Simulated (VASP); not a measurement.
Crystal: LiYHg.

```
Li Y Hg
1.0
     4.21794    0.00000    0.00000
     0.00000    4.21794    0.00000
     0.00000    0.00000    5.25109
Li Y Hg
1 1 1
Direct
  0.50000 0.50000 0.50000
  0.00000 0.00000 0.00000
  0.50000 0.50000 0.00000
```

The cell was built by a generator and needn't be a form met in nature.

| Property | Result |
| --- | --- |
| Program | VASP 6.6.1 |
| Task | relaxation of cell and atoms |
| Functional | LDA |
| Potentials or basis | VASP PAW LDA potentials, release 64 (Li_sv, Y_sv, Hg) |
| Cutoff | 600 eV |
| k mesh | 6 × 6 × 5 |
| Occupations | fermi-dirac, width 0.05 eV |
| Spin | no spin polarisation |

At the start: pressure -2.9 GPa; volume 31.14 Å³/atom.

**Question.** Where does the relaxation end?

**Answer.** Over 5 steps the energy falls by 23.8 meV/atom and the volume is 28.74 Å³/atom (-7.7 %); space group P4/mmm (No. 123, to 0.05 Å).

The path:
```tsv
step	energy change (eV)	largest force (eV/Å)	pressure (GPa)	volume (Å³)
1	0.0000	0.0000	-2.85	93.42
2	-0.0668	0.0000	0.39	86.11
3	-0.0688	0.0000	-0.14	87.09
4	-0.0706	0.0000	-0.07	86.65
5	-0.0713	0.0000	0.00	86.23
```

Final structure:
```
Li Y Hg
1.0
     4.09916    0.00000    0.00000
     0.00000    4.09916    0.00000
     0.00000    0.00000    5.13167
Li Y Hg
1 1 1
Direct
  0.50000 0.50000 0.50000
  0.00000 0.00000 0.00000
  0.50000 0.50000 0.00000
```

Caveat: the cutoff is under 1.25 times the usual one of these potentials, so pressure, stress and relaxed cells hold a basis-set (Pulay) error.
